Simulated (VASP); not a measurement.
Method: vdW-DF2, VASP's PBE PAW potentials (set 64) (plane waves; VASP).

A VASP calculation is set up with these files.

**POSCAR**
```
FeAl
1.0
  2.9057291506   0.0000000000   0.0000000000
  0.0000000000   2.9057291506   0.0000000000
  0.0000000000   0.0000000000   2.9057291506
Al Fe
1 1
Cartesian
  1.4528645753   1.4528645753   1.4528645753
  0.0000000000   0.0000000000   0.0000000000
```

INCAR:
```
SYSTEM = FeAl
PREC = Accurate; ENCUT = 520; LREAL = .FALSE.
LASPH = .TRUE.; ICHARG = 11
EDIFF = 1E-7; NELM = 100; ALGO = Normal
LMAXMIX = 4
ISMEAR = 0; SIGMA = 0.05
GGA = ML; LUSE_VDW = .TRUE.; AGGAC = 0.0
ZAB_VDW = -1.8867
LWAVE = .FALSE.; LCHARG = .FALSE.; LORBIT = 11
```

**KPOINTS**
```
k-points along high-symmetry lines
15
Line-mode
Reciprocal
  0.000000   0.000000   0.000000 ! GAMMA
  0.000000   0.500000   0.000000 ! X

  0.000000   0.500000   0.000000 ! X
  0.500000   0.500000   0.000000 ! M

  0.500000   0.500000   0.000000 ! M
  0.000000   0.000000   0.000000 ! GAMMA

  0.000000   0.000000   0.000000 ! GAMMA
  0.500000   0.500000   0.500000 ! R

  0.500000   0.500000   0.500000 ! R
  0.000000   0.500000   0.000000 ! X

  0.500000   0.500000   0.500000 ! R
  0.500000   0.500000   0.000000 ! M
```

POTCAR, in this order: Al Fe (PBE.64 set). Program: vasp_std. Read from the step before: CHGCAR.

Question: What will the output report for the number of irreducible k-points (NKPTS), largest plane-wave count, number of space-group operations, FFT grid (NGX, NGY, NGZ)?

Answer: 
```json
{
  "number of irreducible k-points (NKPTS)": "90",
  "largest_plane_wave_count": "691",
  "number_of_space_group_operations": "48",
  "FFT grid (NGX, NGY, NGZ)": "24 × 24 × 24"
}
```

The compound is FeAl in the CsCl type structure. It was relaxed first. The run is not spin-polarised, so no magnetic state was tried. The electron count is odd and the run is not spin-polarised, which forces a metal.
